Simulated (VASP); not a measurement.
Here is the system:

Space group Pm-3m (No. 221); a = 3.1936 Å, b = 3.1936 Å, c = 3.1936 Å, α = 90.00°, β = 90.00°, γ = 90.00°

```csv
atom,site,symmetry,x,y,z
Zn,1b,m-3m,0.5000,0.5000,0.5000
Au,1a,m-3m,0.0000,0.0000,0.0000
```

These are PW91 GGA, VASP's PBE PAW potentials (set 64) (plane waves; VASP 6.6.1) values and carry that method's errors. Numerical set-up: 520 eV cut-off, 11×11×11 Γ-centred mesh, first-order Methfessel-Paxton smearing of 0.10 eV, potentials Zn Au.

Task: Give the energy at these volumes per atom, relative to the lowest: 15.28, 15.77, 16.25, 16.74, 17.23 Å³.

Result: 26.1, 6.4, 0.0, 4.3, 17.3 meV/atom. A third-order Birch-Murnaghan fit gives B0 = 116 GPa and B0′ = 5.9.

Measured: bulk modulus 131 GPa (computed value off by -11.6 %), as given by Niraj K. Nepal et al., Physical Review B (2020), arXiv:2007.11150. The calculation is for a static lattice, while the measured bulk modulus holds thermal and zero-point effects, which are part of the difference.

The compound is AuZn in the CsCl type structure. It was relaxed first.
